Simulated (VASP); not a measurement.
The system is MoS2.

```
CELL_PARAMETERS angstrom
3.16100 0.00000 0.00000
-1.58050 2.73751 0.00000
0.00000 0.00000 13.77040
ATOMIC_POSITIONS crystal
Mo 0.33333 0.66667 0.25000
Mo 0.66667 0.33333 0.75000
S 0.66667 0.33333 0.36365
S 0.66667 0.33333 0.13635
S 0.33333 0.66667 0.86365
S 0.33333 0.66667 0.63635
```

The cell was built by a generator and needn't be a form met in nature.

Base run:

* Program: VASP 6.6.1
* Functional: PBE
* Potentials or basis: VASP PAW PBE potentials, release 64 (Mo_sv, S)
* Cutoff: 520 eV
* k mesh: 8 × 8 × 2
* Occupations: fermi-dirac, width 0.05 eV
* Spin: no spin polarisation

Its results: band gap on the k mesh 1.52 eV, indirect (least direct gap 2.02 eV); pressure 1.7 GPa; largest force 0.083 eV/Å.

The run is repeated on the same cell with these changes: dispersion from none to TS. What comes out?

Band gap on the k mesh 1.52 eV, indirect (least direct gap 2.02 eV); pressure -0.8 GPa; largest force 0.111 eV/Å.

Dispersion adds attraction, which lowers the pressure at fixed volume.

Caveats: this functional lacks dispersion, which binds the layers, so the pressure and a relaxed spacing across them are unreliable (some runs).

A k mesh can miss the band edges.

Not every run made on this cell is shown here.
